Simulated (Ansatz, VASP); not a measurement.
**One calculation of HfCl2, two programs**

The input INCAR:

```
PREC = Accurate ; ENCUT = 600
EDIFF = 1E-7 ; ISMEAR = 0
SIGMA = 0.1 ; LREAL = F
LASPH = T ; NELM = 100
ALGO = Normal ; ISIF = 3
LWAVE = F ; LCHARG = F
GGA = PE ; IVDW = 12
IBRION = 2 ; NSW = 90
EDIFFG = -0.04
```

KPOINTS

```
Automatic mesh
0
Gamma
  6 6 6
```

File POSCAR:

```
HfCl2
1.0
    1.8330000000      1.0582830400      5.6166927200
   -1.8330000000      1.0582830400      5.6166927200
    0.0000000000     -2.1165660900      5.6166927200
Hf Cl
1 2
Direct
    0.5000000000      0.5000000000      0.5000000000
    0.7437185600      0.7437185600      0.7437185600
    0.2562814400      0.2562814400      0.2562814400
```

Input for Ansatz:

```yaml
crystal:
  lattice:
    - [1.833, 1.05828304, 5.61669272]
    - [-1.833, 1.05828304, 5.61669272]
    - [0.0, -2.11656609, 5.61669272]
  atoms:
    - { symbol: Hf, position: [0.5, 0.5, 0.5] }
    - { symbol: Cl, position: [0.74371856, 0.74371856, 0.74371856] }
    - { symbol: Cl, position: [0.25628144, 0.25628144, 0.25628144] }
basis:
  ecutwfc: 420
kpoints:
  mp_grid: { grid: [6, 6, 6] }
hamiltonian:
  xc: pbe
  dispersion: d3bj
scf:
  occupations: { method: gaussian, width: 0.1 }
  lower_state_search: "off"
output:
  forces: true
  stress: true
  eigenvalues: true
relax:
  adjacent_minimum: "off"
  f_tol: 0.04
  max_steps: 70
  cell: { stress_tol: 0.4 }
```

Alike in both runs: task relaxation of cell and atoms; functional PBE; dispersion D3(BJ); k mesh 6 × 6 × 6; occupations gaussian, width 0.1 eV; no spin polarisation.

```csv
,VASP,Ansatz
version,VASP 6.6.1,Ansatz 0.2.0
potentials or method,"VASP PAW PBE potentials, release 64 (Hf_pv, Cl)","scalar-relativistic, plane waves, PAW"
plane-wave cutoff (eV),600,420
valence electrons in the cell,24,40
```

```tsv
	VASP	Ansatz	Ansatz less VASP
gap on the k mesh at the Fermi level, each at its own relaxed structure (eV)	none	none	-
relaxed volume (Å³/atom)	20.21	20.14	-0.077
relaxed cell length with the largest relative difference (Å)	6.959	6.899	-0.0602
energy change over the relaxation (meV/atom)	-271	-266	+4.9
```

A gap of «none» marks a metal or a gap that the smearing closes. The two sets of potentials don't hold the same shells in valence.

Caveats: pairwise dispersion overbinds metals, which lowers pressure and volume. Spin-orbit coupling is left out, which matters for the levels of Hf.
